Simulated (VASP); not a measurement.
Crystal: InGaO2.

```
In Ga O
1.0
     5.80000    0.00000    0.00000
     0.00000    5.80000    0.00000
     0.00000    0.00000    7.05000
In Ga O
4 4 8
Direct
  0.31260 0.68740 0.75000
  0.68740 0.31260 0.25000
  0.18740 0.18740 0.50000
  0.81260 0.81260 0.00000
  0.17590 0.17590 0.00000
  0.67590 0.32410 0.75000
  0.32410 0.67590 0.25000
  0.82410 0.82410 0.50000
  0.29060 0.33690 0.22770
  0.33690 0.29060 0.77230
  0.79060 0.16310 0.52230
  0.83690 0.20940 0.97770
  0.20940 0.83690 0.02230
  0.16310 0.79060 0.47770
  0.66310 0.70940 0.27230
  0.70940 0.66310 0.72770
```

The cell was built by a generator and needn't be a form met in nature.

```yaml
Program: VASP 6.6.1
Task: relaxation of cell and atoms
Functional: PBE
Potentials_or_basis: VASP PAW PBE potentials, release 64 (In_d, Ga_d, O)
Cutoff: 520 eV
k_mesh: 3 × 3 × 2
Occupations: gaussian, width 0.15 eV
Spin: no spin polarisation
```

At the start: pressure 11.8 GPa; volume 14.82 Å³/atom.

Question: How do energy, volume and symmetry change on relaxing?

Answer: Over 19 steps the energy falls by 332.3 meV/atom and the volume is 16.66 Å³/atom (+12.4 %); space group P4_12_12 (No. 92, to 0.05 Å).

Step by step:
| step | energy change (eV) | largest force (eV/Å) | pressure (GPa) | volume (Å³) |
| --- | --- | --- | --- | --- |
| 1 | 0.0000 | 1.3890 | 11.75 | 237.16 |
| 2 | -1.5112 | 1.3255 | -4.50 | 276.46 |
| 3 | -1.5207 | 1.3275 | -2.37 | 271.53 |
| 4 | -2.4533 | 1.2967 | -2.59 | 270.52 |
| 5 | -3.8953 | 1.0060 | -1.56 | 268.42 |
| 6 | -3.0273 | 3.9763 | 5.62 | 263.70 |
| 7 | -4.2306 | 1.5203 | -0.08 | 266.94 |
| 8 | -4.7304 | 0.9964 | 0.06 | 266.07 |
| 9 | -4.9090 | 0.9999 | 1.11 | 264.89 |
| 10 | -4.9120 | 0.8693 | 0.87 | 265.05 |
| 11 | -5.0238 | 0.7414 | 0.11 | 266.76 |
| 12 | -5.1958 | 0.4783 | -1.64 | 271.08 |
| 13 | -5.0527 | 0.3461 | -4.62 | 279.79 |
| 14 | -5.2215 | 0.3128 | -2.69 | 273.35 |
| 15 | -5.2990 | 0.1360 | -1.05 | 268.94 |
| 16 | -5.3122 | 0.1653 | 0.33 | 266.50 |
| 17 | -5.3116 | 0.1309 | -0.27 | 267.00 |
| 18 | -5.3120 | 0.1667 | -0.05 | 266.73 |
| 19 | -5.3164 | 0.0732 | 0.10 | 266.59 |

Final structure:
```xyz
16
Lattice="5.7028 0.0000 0.0000 0.0000 5.7028 0.0000 0.0000 0.0000 8.1970" Properties=species:S:1:pos:R:3 pbc="T T T"
In    1.7449    3.9579    6.1477
In    3.9579    1.7449    2.0492
In    1.1065    1.1065    4.0985
In    4.5963    4.5963    0.0000
Ga    1.1819    1.1819    0.0000
Ga    4.0333    1.6695    6.1477
Ga    1.6695    4.0333    2.0492
Ga    4.5209    4.5209    4.0985
O     1.6390    2.2418    1.4673
O     2.2418    1.6390    6.7297
O     4.4905    0.6096    4.6804
O     5.0933    1.2124    7.6151
O     1.2124    5.0933    0.5819
O     0.6096    4.4905    3.5166
O     3.4610    4.0638    2.6312
O     4.0638    3.4610    5.5658
```

Caveat: the k mesh is coarse (spacing up to 0.45 Å⁻¹), so the values aren't converged.
